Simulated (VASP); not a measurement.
Calculation: PBEsol GGA, VASP's PBE PAW potentials (set 64) (plane waves; VASP).

The input files of a VASP run:

**INCAR**
```
# general
SYSTEM  = CsBr
PREC    = Accurate
ENCUT   = 480
LREAL   = F
LASPH   = T

# electronic loop
EDIFF   = 1E-7
NELM    = 100
ALGO    = Normal
LMAXMIX = 4

# smearing
ISMEAR  = 0
SIGMA   = 0.05

# functional
GGA     = PS

# ions
IBRION  = 2
NSW     = 40
ISIF    = 3
EDIFFG  = -0.01
PSTRESS = 10

# output
LWAVE   = F
LCHARG  = F
```

File KPOINTS:
```
kpoints
0
Gamma
  6 6 6
```

**POSCAR**
```
CsBr
1
    4.2481745600     0.0000000000     0.0000000000
    0.0000000000     4.2481745600     0.0000000000
    0.0000000000     0.0000000000     4.2481745600
Cs Br
1 1
Direct
  0.0000000000   0.0000000000   0.0000000000
  0.5000000000   0.5000000000   0.5000000000
```

POTCAR, in this order: Cs_sv Br (PBE.64 set). Program: vasp_std.

Energy and stress use the plane-wave basis of the starting cell. Unless said otherwise, spin-orbit coupling is left out, though it shifts the bands of the heavy elements here.

**Question.** Predict the energy per atom (σ→0), volume per atom, band gap (on the k-mesh).

**Answer.** 
| Quantity | Result |
|---|---|
| energy per atom (σ→0) | -3.168 eV/atom |
| band gap (on the k-mesh) | 4.63 eV |
| volume per atom | 36.30 Å^3/atom |

OSZICAR:
```
...
DAV:   1    -0.637010997147E+01   -0.27597E-01   -0.65940E-01   480   0.530E+00    0.845E-01
DAV:   2    -0.634224563783E+01    0.27864E-01   -0.39523E-02   492   0.120E+00    0.347E-01
DAV:   3    -0.633567025828E+01    0.65754E-02   -0.20594E-02   480   0.859E-01    0.138E-01
DAV:   4    -0.633554563681E+01    0.12462E-03   -0.57519E-04   500   0.160E-01    0.456E-02
DAV:   5    -0.633554340264E+01    0.22342E-05   -0.61864E-05   544   0.518E-02    0.230E-02
DAV:   6    -0.633554477636E+01   -0.13737E-05   -0.43144E-06   512   0.146E-02    0.467E-03
DAV:   7    -0.633554480532E+01   -0.28960E-07   -0.40921E-07   556   0.367E-03
   3 F= -.58823749E+01 E0= -.58823749E+01  d E =-.136854E-01
```

The compound is CsBr in the CsCl type structure. This run relaxes it under an external pressure of 1 GPa. Symmetry was kept, so distortions that lower it aren't found.
